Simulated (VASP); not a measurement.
Energy against volume of PbF₂ (fluorite). Calculation: rev-vdW-DF2, VASP's PBE PAW potentials (set 64) (plane waves; VASP).

| V (Å³/atom) | E (eV/atom) |
|---|---|
| 16.415 | -2.74194 |
| 16.939 | -2.75560 |
| 17.463 | -2.76079 |
| 17.987 | -2.75866 |
| 18.511 | -2.75052 |

**Question.** Fit a third-order Birch-Murnaghan equation of state.

**Answer.** 
```yaml
volume_per_atom: 17.56 Å^3/atom
bulk_modulus: 71.5 GPa
pressure_derivative_of_the_bulk_modulus: 4.68
lattice_constant_a: 5.951 Å
```

Measured: bulk modulus 64.0 GPa (computed value off by +11.7 %), a 5.940 Å (computed value off by +0.2 %), as given by E. Cadelano et al., The European Physical Journal B (2011), arXiv:1107.5962. The calculation is for a static lattice, while the measured bulk modulus, a hold thermal and zero-point effects, which are part of the difference.

The compound is PbF2 in the fluorite structure, the β form. It was relaxed first.
